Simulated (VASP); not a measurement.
Runs of VASP 6.6.1 on Be. Symmetry: P6_3/mmc, No. 194, hexagonal system. Conventional cell: a = 2.262 Å, b = 2.262 Å, c = 3.571 Å, α = 90.00°, β = 90.00°, γ = 120.00°. Be (site symmetry -6m2) is surrounded by 12 Be at 2.21 to 2.26 Å. 

```csv
level,potentials or basis,k mesh,cutoff (eV),grid for exact exchange (PRECFOCK),exchange at q = 0,screening parameter,gap on the mesh (eV),pressure (GPa)
PBEsol,"VASP PAW PBE potentials, release 64 (Be)",22 × 22 × 12,450,-,-,-,none,-0.9
PBEsol,"VASP PAW PBE potentials, release 64 (Be)",22 × 22 × 12,300,-,-,-,none,-0.8
PBE0,"VASP PAW PBE potentials, release 64 (Be)",12 × 12 × 7,450,Fast,truncated,-,none,-0.9
LDA,"VASP PAW LDA potentials, release 64 (Be)",22 × 22 × 12,450,-,-,-,none,-5.4
HSE06,"VASP PAW PBE potentials, release 64 (Be)",12 × 12 × 7,450,Fast,-,0.2 1/A,none,-0.8
r2SCAN,"VASP PAW PBE potentials, release 64 (Be)",22 × 22 × 12,450,-,-,-,none,(a)
PBEsol,"VASP PAW PBE potentials, release 64 (Be)",22 × 22 × 12,600,-,-,-,none,-0.8
```

Alike in all rows: task single point; no spin polarisation; cell as given; smearing methfessel-paxton 0.1 eV.

Q: Estimate the missing entries.

A: (a) 0.1.

Caveats: the PAW data sets were made with another functional, which shifts forces and pressure a little (some runs); the cutoff is under 1.25 times the usual one of these potentials, so pressure, stress and relaxed cells hold a basis-set (Pulay) error (some runs).

A gap of «none» marks a metal or a gap under the smearing width.

Runs at the PBE level aren't shown here.
